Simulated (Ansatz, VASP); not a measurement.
# Si2W: VASP beside Ansatz

Wanted: the spread between two codes on one cell, functional and k mesh. The cell is taken from a series of VASP runs on this material, whose earlier steps may have relaxed, scaled or displaced it; both programs get it as it stands.

Program: Ansatz 0.2.0. Level of theory: plane waves, with VASP 6.6.1 beside it; band structure at LDA and band structure at LDA, spin-orbit coupling. Results are calculated unless marked as measured.

### 1. Starting point

Symmetry: I4/mmm, No. 139, tetragonal system. Conventional cell: a = 3.187 Å, b = 3.187 Å, c = 7.773 Å, α = 90.00°, β = 90.00°, γ = 90.00°. Si has 5 Si at 2.57 to 2.61 Å and 5 W at 2.59 to 2.60 Å nearest. Nearest to W lie 10 Si at 2.59 to 2.60 Å. Farther neighbours are not listed.

Structure file:

```xyz
3
Lattice="-1.5936 1.5936 3.8864 1.5936 -1.5936 3.8864 1.5936 1.5936 -3.8864" Properties=species:S:1:pos:R:3 pbc="T T T"
Si    0.0000    0.0000    2.6030
Si    0.0000    0.0000    5.1697
W     0.0000    0.0000    0.0000
```

### 2. VASP: band structure, LDA

A single point gives forces, pressure and levels at one fixed geometry, so differences don't come from the geometry; what else differs is listed under the comparison.

Lines of VASP's logs that name or quote its potential files are left out, and so is its time.

INCAR

```
SYSTEM = Si2W
PREC = Accurate
ENCUT = 400
EDIFF = 1E-06
NELM = 100
ISMEAR = 0
SIGMA = 0.05
LREAL = .FALSE.
ALGO = Normal
GGA = CA
NBANDS = 20
LASPH = .TRUE.
LORBIT = 11
LWAVE = .FALSE.
LCHARG = .FALSE.
KPAR = 2
```

POSCAR

```
Si2W
1.0
   -1.5936247427      1.5936247427      3.8863588592
    1.5936247427     -1.5936247427      3.8863588592
    1.5936247427      1.5936247427     -3.8863588592
Si W
2 1
Direct
    0.3348864609      0.3348864609      0.0000000000
    0.6651135391      0.6651135391      0.0000000000
    0.0000000000      0.0000000000      0.0000000000
```

KPOINTS

```
Automatic mesh
0
Gamma
10 10 10
0 0 0
```

KPOINTS_OPT

```
Line mode
16
Line-mode
Reciprocal
  0.00000000   0.00000000   0.00000000 GAMMA
  0.00000000   0.00000000   0.50000000 X

  0.00000000   0.00000000   0.50000000 X
 -0.08407296   0.08407296   0.50000000 Y

 -0.08407296   0.08407296   0.50000000 Y
 -0.29203648   0.29203648   0.29203648 S

 -0.29203648   0.29203648   0.29203648 S
  0.00000000   0.00000000   0.00000000 GAMMA

  0.00000000   0.00000000   0.00000000 GAMMA
  0.50000000   0.50000000  -0.50000000 Z

  0.50000000   0.50000000  -0.50000000 Z
  0.29203648   0.70796352  -0.29203648 S1

  0.29203648   0.70796352  -0.29203648 S1
  0.00000000   0.50000000   0.00000000 N

  0.00000000   0.50000000   0.00000000 N
  0.25000000   0.25000000   0.25000000 P

  0.25000000   0.25000000   0.25000000 P
  0.50000000   0.50000000  -0.08407296 Y1

  0.50000000   0.50000000  -0.08407296 Y1
  0.50000000   0.50000000  -0.50000000 Z

  0.00000000   0.00000000   0.50000000 X
  0.25000000   0.25000000   0.25000000 P
```

The projector-augmented-wave data sets are Si and W (LDA family, release 64).

Command:

```console
$ mpirun -np 2 vasp_std
```

Numbers of over 12 decimals in the logs are rounded to 6 here.

Log:

```text
[banner, memory and clock lines left out]
running    2 mpi-ranks, on    1 nodes
 distrk:  each k-point on    1 cores,    2 groups
 distr:  one band on    1 cores,    1 groups

 POSCAR found type information on POSCAR SiW
 POSCAR found :  2 types and       3 ions
 LDA part: xc-table for (Slater(with rela. corr.)+CA(PZ))
 , standard interpolation
 POSCAR, INCAR and KPOINTS ok, starting setup
 FFT: planning ... GRIDC
 FFT: planning ... GRID_SOFT
 FFT: planning ... GRID
 WAVECAR not read
 entering main loop
       N       E                     dE             d eps       ncg     rms          rms(c)
DAV:   1     0.137880757141E+02    0.13788E+02   -0.47802E+03  4096   0.489E+02
DAV:   2    -0.268954678074E+02   -0.40684E+02   -0.37731E+02  5008   0.119E+02
DAV:   3    -0.283104040887E+02   -0.14149E+01   -0.13920E+01  5100   0.177E+01
DAV:   4    -0.283171383108E+02   -0.67342E-02   -0.67311E-02  4816   0.150E+00
DAV:   5    -0.283171773109E+02   -0.39000E-04   -0.39001E-04  4988   0.114E-01    0.266E+01
DAV:   6    -0.275982469100E+02    0.71893E+00   -0.91517E-01  5284   0.557E+00    0.109E+01
DAV:   7    -0.274729009550E+02    0.12535E+00   -0.16922E-01  4456   0.213E+00    0.553E+00
DAV:   8    -0.274485835409E+02    0.24317E-01   -0.34944E-02  4836   0.101E+00    0.591E-01
DAV:   9    -0.274482812255E+02    0.30232E-03   -0.14728E-03  4500   0.220E-01    0.357E-01
DAV:  10    -0.274482086342E+02    0.72591E-04   -0.22925E-04  4864   0.675E-02    0.120E-01
DAV:  11    -0.274481767466E+02    0.31888E-04   -0.51232E-05  4596   0.337E-02    0.297E-02
DAV:  12    -0.274481768095E+02   -0.62914E-07   -0.18913E-06  4788   0.783E-03
   1 F= -.27448177E+02 E0= -.27447829E+02  d E =-.695642E-03
 Start KPOINTS_OPT (optional k-point list driver)
k-point batch [1-102\176]
       N       E                     dE             ncg
DAV:   1     0.126088020947E+05   -0.21864E+05     4080
DAV:   2     0.831925984370E+04   -0.42895E+04     5132
DAV:   3     0.816637900127E+04   -0.15288E+03     5092
DAV:   4     0.816566056532E+04   -0.71844E+00     5048
DAV:   5     0.816565631487E+04   -0.42504E-02     5184
DAV:   6     0.816565627643E+04   -0.38439E-04     5116
DAV:   7     0.816565627604E+04   -0.38385E-06     4420
k-point batch [103-176\176]
       N       E                     dE             ncg
DAV:   1     0.182473783297E+05   -0.27145E+05     2968
DAV:   2     0.152577130252E+05   -0.29897E+04     3812
DAV:   3     0.151638050685E+05   -0.93908E+02     3600
DAV:   4     0.151633779036E+05   -0.42716E+00     3616
DAV:   5     0.151633755122E+05   -0.23913E-02     3620
DAV:   6     0.151633754928E+05   -0.19462E-04     3772
DAV:   7     0.151633754926E+05   -0.16653E-06     3004
```

Parts of OUTCAR (step 2):

```text
ion  position               nearest neighbor table
   1  0.335  0.335  0.000-   2 2.57   3 2.59   3 2.59   3 2.59   3 2.59   3 2.60   2 2.61   2 2.61
                             2 2.61   2 2.61
   2  0.665  0.665  0.000-   1 2.57   3 2.59   3 2.59   3 2.59   3 2.59   3 2.60   1 2.61   1 2.61
                             1 2.61   1 2.61
   3  0.000  0.000  0.000-   2 2.59   2 2.59   2 2.59   1 2.59   2 2.59   1 2.59   1 2.59   1 2.59
                             1 2.60   2 2.60

  LATTYP: Found a body centered tetragonal cell.
 ALAT       =     3.1872494854
 C/A-ratio  =     2.4386913400

 Subroutine GETGRP returns: Found 16 space group operations
 (whereof 16 operations were pure point group operations)

The static configuration has the point symmetry D_4h.

 Found    102 irreducible k-points:

   k-points           NKPTS =    102   k-points in BZ     NKDIM =    102   number of bands    NBANDS=     20

   dimension x,y,z NGX =    30 NGY =   30 NGZ =   30
   dimension x,y,z NGXF=    60 NGYF=   60 NGZF=   60

   ENCUT  =  400.0 eV  29.40 Ry    5.42 a.u.   7.33  7.33  7.33*2*pi/ulx,y,z

   NELECT =      14.0000    total number of electrons

 k-points in reciprocal lattice and weights: Automatic mesh
   0.00000000  0.00000000  0.00000000       0.001
   0.10000000  0.00000000  0.00000000       0.008
   0.20000000  0.00000000  0.00000000       0.008
   0.30000000 -0.00000000  0.00000000       0.008
   0.40000000  0.00000000  0.00000000       0.008
   0.50000000  0.00000000  0.00000000       0.004
   0.10000000  0.10000000  0.00000000       0.008
   0.20000000  0.10000000  0.00000000       0.016
   0.30000000  0.10000000  0.00000000       0.016
[...]
-0.40000000 -0.40000000  0.40000000       0.002
   0.50000000  0.50000000  0.50000000       0.001

 average (electrostatic) potential at core
       1 -80.5071       2 -80.5071       3 -34.8350

 E-fermi :  10.8085

 k-point     1 :       0.0000    0.0000    0.0000
  band No.  band energies     occupation
    ...
      2       3.8537      2.00000
      3       7.1371      2.00000
      4       7.3598      2.00000
      5       7.9367      2.00000
      6       7.9367      2.00000
      7      11.4366      0.00000
      8      13.7465      0.00000
      9      13.8113      0.00000
     10      14.0346      0.00000
     11      14.0346      0.00000
    ...

 k-point     2 :       0.1000    0.0000    0.0000
  band No.  band energies     occupation
    ...
      3       6.5328      2.00000
      4       7.3664      2.00000
      5       8.0660      2.00000
      6       8.1968      2.00000
      7      10.7587      1.84131
      8      13.1616      0.00000
      9      13.5007      0.00000
     10      14.3683      0.00000
     11      14.8026      0.00000
     12      15.7573      0.00000
    ...

 k-point     3 :       0.2000    0.0000    0.0000
  band No.  band energies     occupation
    ...
      3       5.6430      2.00000
      4       7.1906      2.00000
      5       8.3739      2.00000
      6       8.4122      2.00000
      7       9.7551      2.00000
      8      12.2763      0.00000
      9      13.1056      0.00000
     10      15.3554      0.00000
     11      15.4466      0.00000
     12      16.0900      0.00000
    ...

  Total        0.0022602      0.0022602      0.0022309      0.0000000     -0.0000000      0.0000000
  in kB        0.0917244      0.0917244      0.0905343      0.0000000     -0.0000000      0.0000000
  external PRESSURE =       0.0913277 kB  Pullay stress =       0.0000000 kB

  energy-cutoff  :      400.00
  volume of cell :       39.48
      direct lattice vectors                 reciprocal lattice vectors
    -1.593624743  1.593624743  3.886358859     0.000000000  0.313750149  0.128655129
     1.593624743 -1.593624743  3.886358859     0.313750149  0.000000000  0.128655129
     1.593624743  1.593624743 -3.886358859     0.313750149  0.313750149  0.000000000

 POSITION                                       TOTAL-FORCE (eV/Angst)
 -----------------------------------------------------------------------------------
      0.00000      0.00000      2.60298         0.000000      0.000000     -0.002774
      0.00000      0.00000      5.16974        -0.000000     -0.000000      0.002774
      0.00000      0.00000      0.00000        -0.000000     -0.000000     -0.000000
 -----------------------------------------------------------------------------------
    total drift:                                0.000000      0.000000     -0.000000

  FREE ENERGIE OF THE ION-ELECTRON SYSTEM (eV)
  ---------------------------------------------------
  free  energy   TOTEN  =       -27.4481768095 eV

  energy  without entropy=      -27.4474811677  energy(sigma->0) =      -27.44782899

 total charge
# of ion       s       p       d       tot
------------------------------------------
    1        0.745   0.915   0.000   1.660
    2        0.745   0.915   0.000   1.660
    3        0.571   0.692   4.566   5.829
--------------------------------------------------
tot          2.060   2.521   4.566   9.148

[... 3 further parts left out ...]
```

Spin-orbit coupling is off here; with elements this heavy it splits and shifts levels by tenths of an eV or more. The data set W keeps the semicore shell frozen, which is cheaper and a little less accurate.

### 3. Ansatz: band structure, LDA

Ansatz runs on its default PAW (the set named soft_2) files.

The same cell, functional (in two slightly different forms), mesh and smearing now go to Ansatz, which takes its cutoff from its data sets.

input.yaml

```yaml
crystal:
  lattice:
    - [-1.5936247427, 1.5936247427, 3.8863588592]
    - [1.5936247427, -1.5936247427, 3.8863588592]
    - [1.5936247427, 1.5936247427, -3.8863588592]
  atoms:
    - { symbol: Si, position: [0.3348864609, 0.3348864609, 0.0] }
    - { symbol: Si, position: [0.6651135391, 0.6651135391, 0.0] }
    - { symbol: W, position: [0.0, 0.0, 0.0] }
hamiltonian:
  xc: lda
  pseudopotentials: { kind: paw }
kpoints:
  mp_grid: { grid: [10, 10, 10] }
  band_path:
    path:
      - [0.0, 0.0, 0.0]
      - [0.0, 0.0, 0.2]
      - [0.0, 0.0, 0.4]
      - [-0.01121, 0.01121, 0.5]
      - [-0.04484, 0.04484, 0.5]
      - [-0.07847, 0.07847, 0.5]
      - [-0.13953, 0.13953, 0.44454]
      - [-0.22272, 0.22272, 0.36136]
      - [-0.29204, 0.29204, 0.29204]
      - [-0.17522, 0.17522, 0.17522]
      - [-0.05841, 0.05841, 0.05841]
      - [0.06667, 0.06667, -0.06667]
      - [0.26667, 0.26667, -0.26667]
      - [0.46667, 0.46667, -0.46667]
      - [0.44454, 0.55546, -0.44454]
      - [0.36136, 0.63864, -0.36136]
      - [0.29204, 0.70796, -0.29204]
      - [0.17522, 0.62478, -0.17522]
      - [0.05841, 0.54159, -0.05841]
      - [0.03333, 0.46667, 0.03333]
      - [0.13333, 0.36667, 0.13333]
      - [0.23333, 0.26667, 0.23333]
      - [0.31667, 0.31667, 0.16091]
      - [0.41667, 0.41667, 0.02728]
      - [0.5, 0.5, -0.08407]
      - [0.5, 0.5, -0.25044]
      - [0.5, 0.5, -0.41681]
      - [0.03333, 0.03333, 0.46667]
      - [0.13333, 0.13333, 0.36667]
      - [0.25, 0.25, 0.25]
    npoints: 1
scf:
  occupations: { method: gaussian, width: 0.05 }
  n_extra_bands: 7
output:
  forces: true
  stress: true
  eigenvalues: true
  write_density: true
  write_potential: true
  elf: true
  volumetric_format: npy
```

Command:

```console
$ ansatz run input.yaml --threads 2 --pin off --max-ram 4608MiB --backend cpu --events-out ev --progress --plain --runs-dir out
```

Log:

```text
scf.n_extra_bands = 7 over 11 filled bands (N_el = 22.0): the run solves 18 bands
Engine: ansatz 0.2.0, aarch64-unknown-linux-gnu
Pseudopotentials: kind: paw
Pseudopotential: Si, paw, valence charge 4, recommended cutoff 420 eV (normal), Si.paw.azcp
Pseudopotential: W, paw, valence charge 14, recommended cutoff 420 eV (normal), W.paw.azcp
Functional definition: SPW92
  exchange = slater_x
  correlation = pw_c
Crystal: 3 atoms, lattice volume = 39.480 Å³
Basis set: ecut = 420 eV, 769 PW (Γ)
Bands: 18, of which v1, the nominal top of the filled ones, is band 11 counted from 1 (10 counted from 0)
Symmetry: 16 space group operations
Space group: I4/mmm (ITA 139), of the structure as read, at distance tolerance 3.4e-5 Å
k-points: 102 of 1000
Non-local potential: Si, projectors of the file, l = 0: 2, l = 1: 2, l = 2: 2
Non-local potential: W, projectors of the file, l = 0: 3, l = 1: 2, l = 2: 2, l = 3: 1
PAW form: soft (Blöchl's): semilocal exchange-correlation on the pseudo side does not see the compensation charge
PAW frozen core: Si, regenerated for the run's functional, and the local potential with it (the file was generated under x = pbe(κ = 0.804, μ = 0.219515), c = pbe(β = 0.066725))
PAW frozen core: W, regenerated for the run's functional, and the local potential with it (the file was generated under x = pbe(κ = 0.804, μ = 0.219515), c = pbe(β = 0.066725))
PAW one-centre angular grid: Si, 110 points (default); XC on 64 Gauss nodes
PAW one-centre angular grid: W, 590 points (default); XC on 64 Gauss nodes
Initial density: superposition of atomic densities (neutral atoms: chi_scale 0, normalization atom), corrected by the library's trained network
Initial wavefunctions: pseudopotential atomic-orbital guess
Functional: x = slater, c = lda
SCF iter   1: F=—  HF=-11348.462568 eV  |F-HF|=—  |Δ(HF+E_count)|=         —  Δρ=6.71e-3  dr2=1.80e-2  ethr=1.77e-3  ⟨swp⟩=5.4  Hψ=10358  notcnv=0  defer=3
preconditioner: auto → Kerker (q_TF=auto, 2.475 Å⁻¹)  [metal: Δε(μ)=0.015 eV  Ē_g=9.941 eV  σ=0.050 eV  W_gap=0.16  n_scr=10 (ndim 8)  ℏωp=22.1 eV  f_vac=0.000  D(μ)=0.54/eV (n_scr^D=0)]
SCF iter   2: F=—  HF=-11348.459068 eV  |F-HF|=—  |Δ(HF+E_count)|=   3.50e-3  Δρ=3.35e-3  dr2=2.60e-3  ethr=8.16e-5  ⟨swp⟩=1.2  Hψ=2684  notcnv=0  defer=57
SCF iter   3: F=—  HF=-11348.458563 eV  |F-HF|=—  |Δ(HF+E_count)|=   5.06e-4  Δρ=1.04e-3  dr2=2.48e-4  ethr=1.18e-5  ⟨swp⟩=1.9  Hψ=1956  notcnv=0  defer=57
SCF iter   4: F=—  HF=-11348.458498 eV  |F-HF|=—  |Δ(HF+E_count)|=   6.45e-5  Δρ=9.20e-5  dr2=2.77e-6  ethr=1.13e-6  ⟨swp⟩=2.3  Hψ=2376  notcnv=0  defer=57
SCF iter   5: F=—  HF=-11348.458499 eV  |F-HF|=—  |Δ(HF+E_count)|=   5.77e-7  Δρ=1.19e-5  dr2=4.89e-8  ethr=1.26e-8  ⟨swp⟩=2.3  Hψ=2295  notcnv=0  defer=57
SCF iter   6: F=-11348.458499 eV  HF=-11348.458499 eV  |F-HF|=3.77e-10  |Δ(HF+E_count)|=   6.74e-9  Δρ=1.94e-6  dr2=1.26e-9  ethr=2.22e-10  ⟨swp⟩=9.8  Hψ=11771  notcnv=0
SCF 1 converged in 6 iterations: F = -11348.458499 eV  dr2 = 1.26e-9
  greatest PAW one-centre occupation: 1.000 electrons in one spin orbital (limit 2), on the W atom at site 2 (counted from 0), in its partial waves of l = 0
NSCF: frozen V_eff on 30 k-points
SCF converged after 6 iterations
Free energy (F): -11348.458499 eV
Harris-Foulkes:  -11348.458499 eV  (|F-HF|=3.77e-10)
Internal energy: -11348.457755 eV  (E = F + TS)
E sigma→0 (E₀):  -11348.458127 eV
Entropy (-TS):   -0.000744 eV (-0.248 meV/atom)
Fermi energy:    16.904301 eV
--- Per-component energies (eV) ---
  E_band       = -76.616936
  E_kinetic    = 544.774603
  E_local      = -940.837046  (includes V_loc(G=0)·N_el)
  E_nonlocal   = 59.033216
  E_hartree    = 369.118787
  E_xc         = -380.593644
  E_vxc        = -340.962807  (∫ρ·V_xc dr)
  E_paw        = -9282.463578  (= ΣΔE_a)
  E_vpaw       = -136.862720  (= ΣTr[D̂ρ^β])
  E_aug_tail   = -0.000063  (compensation charges beyond the density's cutoff)
  E_ewald      = -1717.941844
  E_core_change = 0.451814  (= ΣΔE_core)
  E_smearing   = -0.000744  (= −TS)
  E_closure    = 0.000000  (closes the sum)
  Σ components = -11348.458499   (vs F -11348.458499, Δ=0.00e0)
--- Forces (eV/Å), atoms counted from 1 ---
  atom   1  Si     0.00000000     0.00000000     0.00290934
  atom   2  Si    -0.00000000    -0.00000000    -0.00290934
  atom   3  W     -0.00000000    -0.00000000     0.00000000
  max |Σ_I F_I| component: 3.47e-17 eV/Å
--- Stress (GPa, compression-positive) ---
       -0.217321       0.000000      -0.000000
        0.000000      -0.217321       0.000000
       -0.000000       0.000000      -0.334686
  P = ⅓ Tr σ = -0.2564 GPa (-2.564 kbar)
--- Band table (eV; the first three rows and the last of 102) ---
  k-point 0: bands = [... 7 lower, 13.4591, 14.0309, 14.0309, 17.5416, 19.8081, 19.8700, 20.0885, 20.0885, ... 3 higher]
  k-point 1: bands = [... 7 lower, 13.2720, 13.5491, 14.9045, 16.1318, 19.4473, 20.3173, 20.3590, 20.7114, ... 3 higher]
  k-point 2: bands = [... 7 lower, 11.9288, 13.8437, 14.1232, 15.2393, 19.7256, 20.7262, 20.8341, 20.8986, ... 3 higher]
  k-point 101: bands = [... 7 lower, 14.2840, 16.1283, 16.1283, 16.3912, 16.3912, 17.7252, 21.4972, 21.9429, ... 3 higher]
```

Elapsed: 5.3 s, on 2 threads of Arm Neoverse N1, shared host; peak memory 0.33 GiB.

### 4. Comparison

Known differences besides the potentials themselves: the two LDA forms differ slightly; the data sets hold 22 valence electrons in Ansatz (default PAW (the set named soft_2) files) and 14 in VASP; the cutoff is 420 eV in Ansatz and 400 eV in VASP; VASP's log shows a relativistic correction to its local exchange, Ansatz's none. Total energies have different zeros and are not compared.

Compared:

```csv
quantity,Ansatz,VASP,difference
pressure (GPa),-0.26,0.01,-0.27
pressure without Ansatz's Pulay correction (GPa),-0.31,0.01,-0.32
```

At this near-relaxed geometry the largest component of a force difference is 6 meV/Å. Levels from 3 eV below to 2 eV above the Fermi level differ by 12 meV r.m.s. and 48 meV at most; each VASP level is matched to the nearest of Ansatz, which flatters the figure a little. Ansatz's pressure holds a Pulay correction of 0.05 GPa; VASP's holds none.

[end of part 1 of 2]

[Lines on the potential files, build, host, timing and source positions are cut from VASP's logs without a mark.]

[Logs are printed without paths, hosts, clocks, repeated set-up lines and the standing remarks that a program may print on its own settings, such as how far it seeks lower states.]

[Hosts, paths, dates, database ids (printed as entryN), source tags and the programs' standing remarks are cut or masked in the printed files.]
